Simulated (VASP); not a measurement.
Here is the system:

```xyz
6
Lattice="4.1991 0.0000 0.0000 0.0000 4.1991 0.0000 0.0000 0.0000 6.4071" Properties=species:S:1:pos:R:3 pbc="T T T"
W      0.0000     0.0000     0.0000
W      2.0995     2.0995     0.0000
W      2.0995     0.0000     1.7299
W      0.0000     2.0995     4.6772
B      2.0995     0.0000     4.4850
B      0.0000     2.0995     1.9221
```

Level of theory: PBE GGA, VASP's PBE PAW potentials (set 64) (plane waves; VASP). Run with 400 eV cut-off, 4×4×3 Γ-centred mesh, Fermi-Dirac smearing of 0.050 eV, potentials W_sv B.

Give the energies of bands 23 to 36 at the high-symmetry points, in eV from the Fermi level.

| band | Γ | X | M | Z | R | A |
|---|---|---|---|---|---|---|
| 23 | -3.07 | -2.83 | -2.43 | -2.97 | -2.74 | -2.32 |
| 24 | -2.81 | -2.83 | -2.43 | -2.58 | -2.74 | -2.32 |
| 25 | -2.03 | -2.42 | -1.17 | -1.23 | -2.08 | -1.77 |
| 26 | -1.26 | -2.42 | -1.17 | -0.91 | -2.08 | -1.77 |
| 27 | -1.26 | -2.04 | -0.59 | -0.91 | -1.83 | -1.39 |
| 28 | -0.84 | -2.04 | -0.59 | -0.47 | -1.83 | -1.39 |
| 29 | -0.15 | -1.03 | -0.58 | -0.47 | -1.11 | -0.78 |
| 30 | -0.14 | -1.03 | -0.58 | -0.41 | -1.11 | -0.78 |
| 31 | -0.14 | 0.27 | -0.34 | -0.38 | 0.99 | -0.60 |
| 32 | 0.34 | 0.27 | -0.34 | 0.12 | 0.99 | -0.60 |
| 33 | 1.29 | 1.25 | 0.11 | 0.14 | 1.02 | 1.33 |
| 34 | 1.29 | 1.25 | 0.11 | 0.14 | 1.02 | 1.33 |
| 35 | 1.42 | 1.56 | 0.29 | 1.67 | 1.47 | 1.47 |
| 36 | 1.43 | 1.56 | 0.29 | 1.82 | 1.47 | 1.48 |

It has no gap at this level: it comes out as a metal or semimetal.

The structure was generated: BW2 was put into an ordered model structure, which need not be its known phase. The cell was not relaxed at this level. The k-mesh is coarse (spacing up to 0.37 per Å, 2π included), so the numbers may not be converged in it.
